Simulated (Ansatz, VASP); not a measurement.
One calculation of SnPt3, two programs

```
Sn Pt
1.0
     4.02928    0.00000    0.00000
     0.00000    4.02928    0.00000
     0.00000    0.00000    4.02928
Sn Pt
1 3
Direct
  0.00000 0.00000 0.00000
  0.50000 0.50000 0.00000
  0.50000 0.00000 0.50000
  0.00000 0.50000 0.50000
```

The cell comes from a database or a generator and needn't be the stable form of this composition.

Alike in both runs: task single point; functional LDA; k mesh 10 × 10 × 10; occupations fermi-dirac, width 0.08 eV; no spin polarisation.

```csv
,VASP,Ansatz
version,VASP 6.6.1,Ansatz 0.2.0
potentials or method,"VASP PAW LDA potentials, release 64 (Sn_d, Pt), cutoff 520 eV","all-electron LAPW, scalar-relativistic"
```

```tsv
	VASP	Ansatz	Ansatz less VASP
pressure (GPa)	-7.6	-8.2	-0.64
```

Ansatz ran all-electron here, so the differences hold the error of VASP's frozen core and of both bases.

Spin-orbit coupling is left out, which matters for the levels of Pt.
